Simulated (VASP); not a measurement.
All values below come from LDA (Ceperley-Alder, Perdew-Zunger), VASP's LDA PAW potentials (set 64) (plane waves; VASP).

VASP input:

POSCAR:
```
SiC
1
   -0.0000000000     2.1657860688     2.1657860688
    2.1657860688    -0.0000000000     2.1657860688
    2.1657860688     2.1657860688     0.0000000000
Si C
1 1
Direct
  0.0000000000   0.0000000000   0.0000000000
  0.2500000000   0.2500000000   0.2500000000
```

KPOINTS:
```
k-points along high-symmetry lines
15
Line-mode
Reciprocal
  0.000000   0.000000   0.000000 ! GAMMA
 -0.500000  -0.500000   0.000000 ! X

 -0.500000  -0.500000   0.000000 ! X
 -0.375000  -0.375000   0.250000 ! U

 -0.375000  -0.000000   0.375000 ! K
  0.000000   0.000000   0.000000 ! GAMMA

  0.000000   0.000000   0.000000 ! GAMMA
 -0.000000  -0.000000   0.500000 ! L

 -0.000000  -0.000000   0.500000 ! L
 -0.500000  -0.250000   0.250000 ! W

 -0.500000  -0.250000   0.250000 ! W
 -0.500000  -0.500000   0.000000 ! X
```

INCAR:
```
# general
SYSTEM = SiC
PREC   = Accurate
ENCUT  = 520
LREAL  = .False.
LASPH  = .True.
ICHARG = 11

# electronic loop
EDIFF  = 1E-7
NELM   = 100
ALGO   = Normal

# smearing
ISMEAR = 0
SIGMA  = 0.05

# output
LWAVE  = .False.
LCHARG = .False.
LORBIT = 11
```

POTCAR, in this order: Si C (LDA.64 set). Program: vasp_std. Read from the step before: CHGCAR.

The resulting files:

### OSZICAR
```
       N       E                     dE             d eps       ncg     rms          rms(c)
DAV:   1     0.352803556099E+01    0.35280E+01   -0.40106E+03  1496   0.828E+02
DAV:   2    -0.147720632798E+02   -0.18300E+02   -0.17292E+02  2120   0.976E+01
DAV:   3    -0.150638202547E+02   -0.29176E+00   -0.29176E+00  1656   0.151E+01
DAV:   4    -0.150647002398E+02   -0.87999E-03   -0.87999E-03  2344   0.897E-01
DAV:   5    -0.150647011479E+02   -0.90809E-06   -0.90804E-06  1640   0.167E-02
DAV:   6    -0.150647011523E+02   -0.44106E-08   -0.44637E-08  2312   0.825E-04
   1 F= -.15064701E+02 E0= -.15064701E+02  d E =-.200357E-17
```

OUTCAR:
```
 val. band max:        8.2705070349   @ k =   0.0000   0.0000   0.0000

 cond. band min:       9.5595912095   @ k =  -0.5000  -0.5000   0.0000



 k-point     1 :       0.0000    0.0000    0.0000
  band No.  band energies     occupation
      1      -7.1884      2.00000
      2       8.2705      2.00000
      3       8.2705      2.00000
      4       8.2705      2.00000
      5      14.7778      0.00000
      6      15.5889      0.00000
      7      15.5889      0.00000
      8      15.5889      0.00000

 k-point     2 :      -0.0357   -0.0357    0.0000
  band No.  band energies     occupation
      1      -7.1545      2.00000
      2       8.1674      2.00000
      3       8.2025      2.00000
      4       8.2025      2.00000
      5      14.8641      0.00000
      6      15.5028      0.00000
      7      15.6869      0.00000
      8      15.6869      0.00000

 k-point     3 :      -0.0714   -0.0714    0.0000
  band No.  band energies     occupation
      1      -7.0530      2.00000
      2       7.8777      2.00000
      3       8.0112      2.00000
      4       8.0112      2.00000
      5      14.9952      0.00000
      6      15.3557      0.00000
      7      15.9671      0.00000
      8      15.9671      0.00000

 k-point     4 :      -0.1071   -0.1071    0.0000
  band No.  band energies     occupation
      1      -6.8842      2.00000
      2       7.4455      2.00000
      3       7.7277      2.00000
      4       7.7277      2.00000
      5      14.7015      0.00000
      6      15.5590      0.00000
      7      16.3961      0.00000
      8      16.3961      0.00000

 k-point     5 :      -0.1429   -0.1429    0.0000
  band No.  band energies     occupation
      1      -6.6490      2.00000
      2       6.9144      2.00000
      3       7.3880      2.00000
      4       7.3880      2.00000
      5      14.1943      0.00000
      6      15.7675      0.00000
      7      16.9341      0.00000
      8      16.9341      0.00000
...
```

The density is held fixed in this step, so its total energy and stress have no physical meaning.

The compound is SiC in the zinc blende structure. It was relaxed first.
